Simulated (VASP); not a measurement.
Calculation: PBE GGA, VASP's PBE PAW potentials (set 64) (plane waves; VASP).

The input files of a VASP run:

**INCAR**
```
SYSTEM = NiO
PREC = Accurate
ENCUT = 725
EDIFF = 1E-6
NELM = 100
ALGO = Normal
LREAL = .FALSE.
LASPH = .TRUE.
ISMEAR = 0
SIGMA = 0.05
GGA = PE
LMAXMIX = 4
ISPIN = 2
MAGMOM = 2.0 -2.0 0.0 0.0
LORBIT = 10
LWAVE = .FALSE.
LCHARG = .FALSE.
ISIF = 2
```

**KPOINTS**
```
Automatic mesh
0
Gamma
8 8 8
0 0 0
```

File POSCAR:
```
NiO
1
    4.2636000000     2.1318000000     2.1318000000
    2.1318000000     4.2636000000     2.1318000000
    2.1318000000     2.1318000000     4.2636000000
Ni O
2 2
Direct
  0.0000000000   0.0000000000   0.0000000000
  0.5000000000   0.5000000000   0.5000000000
  0.2500000000   0.2500000000   0.2500000000
  0.7500000000   0.7500000000   0.7500000000
```

POTCAR, in this order: Ni O (PBE.64 set). Program: vasp_std.

Output

### OSZICAR
```
       N       E                     dE             d eps       ncg     rms          rms(c)
DAV:   1     0.294104120395E+03    0.29410E+03   -0.19538E+04  5232   0.266E+03
DAV:   2     0.104923062018E+02   -0.28361E+03   -0.26606E+03  5360   0.460E+02
DAV:   3    -0.264214809620E+02   -0.36914E+02   -0.34776E+02  6080   0.181E+02
DAV:   4    -0.278780393468E+02   -0.14566E+01   -0.14422E+01  5868   0.370E+01
DAV:   5    -0.279183907510E+02   -0.40351E-01   -0.40311E-01  6192   0.591E+00    0.197E+01
DAV:   6    -0.257652696759E+02    0.21531E+01   -0.55497E+01  7876   0.119E+02    0.248E+01
DAV:   7    -0.232136659137E+02    0.25516E+01   -0.95012E+00  6840   0.980E+01    0.870E+00
DAV:   8    -0.235086991657E+02   -0.29503E+00   -0.28445E+00  5884   0.151E+01    0.575E+00
DAV:   9    -0.234251313679E+02    0.83568E-01   -0.24501E-01  8608   0.126E+01    0.175E+00
DAV:  10    -0.234445355603E+02   -0.19404E-01   -0.85048E-02  6916   0.477E+00    0.791E-01
DAV:  11    -0.234410974879E+02    0.34381E-02   -0.17174E-02  8328   0.292E+00    0.155E-01
DAV:  12    -0.234415391501E+02   -0.44166E-03   -0.49244E-03  7620   0.815E-01    0.871E-02
DAV:  13    -0.234415027729E+02    0.36377E-04   -0.12985E-04  5656   0.133E-01    0.586E-02
DAV:  14    -0.234415034774E+02   -0.70446E-06   -0.33820E-04  6924   0.178E-01    0.375E-02
DAV:  15    -0.234414939984E+02    0.94790E-05   -0.29368E-05  6332   0.718E-02    0.214E-02
DAV:  16    -0.234414922420E+02    0.17564E-05   -0.17553E-05  6324   0.545E-02    0.500E-03
DAV:  17    -0.234414923779E+02   -0.13584E-06   -0.10608E-06  2748   0.182E-02
   1 F= -.23441492E+02 E0= -.23441492E+02  d E =-.104574E-14  mag=    -0.0000
```

OUTCAR:
```
------------------------ aborting loop because EDIFF is reached ----------------------------------------
  FORCE on cell =-STRESS in cart. coord.  units (eV):
  Direction    XX          YY          ZZ          XY          YZ          ZX
  --------------------------------------------------------------------------------------
  Total       -2.1853418     -2.1853418     -2.1853418     -0.0466537     -0.0466537     -0.0466537
  in kB      -90.3505058    -90.3505058    -90.3505058     -1.9288465     -1.9288465     -1.9288465
  external PRESSURE =     -90.3505058 kB  Pullay stress =       0.0000000 kB
  volume of cell :       38.75
      direct lattice vectors                 reciprocal lattice vectors
     4.263600000  2.131800000  2.131800000     0.351815367 -0.117271789 -0.117271789
     2.131800000  4.263600000  2.131800000    -0.117271789  0.351815367 -0.117271789
     2.131800000  2.131800000  4.263600000    -0.117271789 -0.117271789  0.351815367
 POSITION                                       TOTAL-FORCE (eV/Angst)
 -----------------------------------------------------------------------------------
      0.00000      0.00000      0.00000         0.000000     -0.000000     -0.000000
      4.26360      4.26360      4.26360         0.000000     -0.000000      0.000000
      2.13180      2.13180      2.13180        -0.000000      0.000000     -0.000000
      6.39540      6.39540      6.39540        -0.000000      0.000000      0.000000
 -----------------------------------------------------------------------------------
    total drift:                                0.000000     -0.000000     -0.000000
  FREE ENERGIE OF THE ION-ELECTRON SYSTEM (eV)
  ---------------------------------------------------
  free  energy   TOTEN  =       -23.4414923779 eV

  energy  without entropy=      -23.4414923779  energy(sigma->0) =      -23.44149238

 total charge

# of ion       s       p       d       tot
------------------------------------------
    1        0.310   0.356   8.224   8.891
    2        0.310   0.356   8.224   8.891
    3        1.558   3.382   0.000   4.940
    4        1.558   3.382   0.000   4.940
--------------------------------------------------
tot          3.737   7.476  16.448  27.661

 magnetization (x)

# of ion       s       p       d       tot
------------------------------------------
    1       -0.008  -0.012   1.397   1.377
    2        0.008   0.012  -1.397  -1.377
    3        0.000   0.000   0.000   0.000
    4        0.000   0.000   0.000   0.000
--------------------------------------------------
tot          0.000   0.000   0.000   0.000
```
(Selected blocks of OUTCAR.)

The compound is NiO in the rock salt, AFM-II order structure. The cell was not relaxed at this level. The run is one of a series of settings (ENCUT = 725 against the base run), some of them coarse on purpose.
